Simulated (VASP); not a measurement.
Input of a VASP 6.6.1 run:

File INCAR:

```
SYSTEM = Ge3PbN
ALGO = Fast ; EDIFF = 1E-6
ENCUT = 520 ; GGA = PE
ISIF = 2 ; ISMEAR = -1
LASPH = .TRUE. ; LCHARG = .FALSE.
LREAL = .FALSE. ; LWAVE = .FALSE.
NBANDS = 38 ; NELM = 100
PREC = Accurate ; SIGMA = 0.15
```

KPOINTS

```
k-points
0
G
  8 8 8
  0 0 0
```

POSCAR

```
Ge3PbN
1.0
    5.4303164978      0.0000000000      0.0000000000
    0.0000000000      5.4303164978      0.0000000000
    0.0000000000      0.0000000000      5.4303164978
Ge Pb N
3 1 1
Direct
    0.0000000000      0.5000000000      0.5000000000
    0.5000000000      0.0000000000      0.5000000000
    0.5000000000      0.5000000000      0.0000000000
    0.5000000000      0.5000000000      0.5000000000
    0.0000000000      0.0000000000      0.0000000000
```

Potentials or basis: VASP PAW PBE potentials, release 64 (Ge_d, Pb_d, N).

Command:

```sh
$ cat potpaw_PBE.64/Ge_d/POTCAR potpaw_PBE.64/Pb_d/POTCAR potpaw_PBE.64/N/POTCAR > POTCAR
$ mpirun -np 1 vasp_std > vasp.out
```

Problem. Predict the pressure.

Solution. 0.0 GPa.

Problem. What does it give for the band gap on the k mesh?

Solution. None (metal or under the smearing width).

Spin-orbit coupling is left out, which matters for the levels of Pb.
